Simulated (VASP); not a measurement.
The cell holds one Cs (bcc) (211) slab, with vacuum along c, ions free to move until forces fall under 0.03 eV/Å, no reconstruction beyond this cell, dipole correction on.

Here is the system:

```yaml
crystal:
  lattice:
    - [5.19987, 0.00000, 0.00000]
    - [0.00000, 8.49136, 0.00000]
    - [0.00000, 0.00000, 24.56964]
  atoms:
    - { symbol: Cs, position: [0.49563, 0.75000, 0.35105] }
    - { symbol: Cs, position: [0.83962, 0.25000, 0.44926] }
    - { symbol: Cs, position: [0.16038, 0.75000, 0.55074] }
    - { symbol: Cs, position: [0.50437, 0.25000, 0.64895] }
```

All values below come from PBEsol GGA, VASP's PBE PAW potentials (set 64) (plane waves; VASP). Run with 400 eV cut-off, 6×4×1 Γ-centred mesh, first-order Methfessel-Paxton smearing of 0.10 eV, potentials Cs_sv.

Slab and bulk use different k-meshes, so the surface energy is good to a few per cent at best. Unless said otherwise, spin-orbit coupling is left out, though it shifts the bands of the heavy elements here.

### Question
Predict its surface energy, work function, band gap (on the k-mesh).

### Answer

| Item | Result |
|---|---|
| surface energy | 0.09 J/m^2 |
| work function | 1.97 eV |
| band gap (on the k-mesh) | none (metal, semimetal or under 0.01 eV) |

The cell is a thin slab with vacuum, built from Cs (bcc): (211) face.
